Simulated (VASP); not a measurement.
Here is the system:

```xyz
4
Lattice="3.9951 0.0000 0.0000 0.0000 3.9951 0.0000 0.0000 0.0000 5.0388" Properties=species:S:1:pos:R:3 pbc="T T T"
Pb     1.9976     0.0000     3.8488
Pb     0.0000     1.9976     1.1900
O      1.9976     1.9976     0.0000
O      0.0000     0.0000     0.0000
```

All values below come from MS2 meta-GGA, VASP's PBE PAW potentials (set 64) (plane waves; VASP). Numerical set-up: 520 eV cut-off, 6×6×5 Γ-centred mesh, tetrahedra with Blöchl corrections, potentials Pb_d O.

The cores are frozen, which limits the accuracy of field gradients.

Give the principal components of the electric field gradient (V/Å²) and the asymmetry η at each nucleus.

```
atom    Vxx    Vyy     Vzz     η
----  -----  -----  ------  ----
Pb1   113.8  113.8  -227.7  0.00
Pb2   113.8  113.8  -227.7  0.00
O3      1.0    1.0    -2.0  0.00
O4      1.0    1.0    -2.0  0.00
```

The compound is PbO in the litharge structure. It was relaxed first.
